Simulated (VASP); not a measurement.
Level of theory: LDA (Ceperley-Alder, Perdew-Zunger), VASP's LDA PAW potentials (set 64) (plane waves; VASP 6.6.1). Each cell was relaxed at this level.

Task: Which of these has an unstable (imaginary) mode at Γ?
(A) CoSi2, Fm-3m (225)
(B) GaN, P6_3mc (186)
(C) NaHO, Cmcm (63)
(D) CdS, P6_3mc (186)

Result: C, NaHO, Cmcm (63). Its optical Γ-point modes are 487i, 58, 122, 248, 257, 260, 261, 266, 290, 325, 347, 684, 974, 3619, 3654 cm⁻¹.
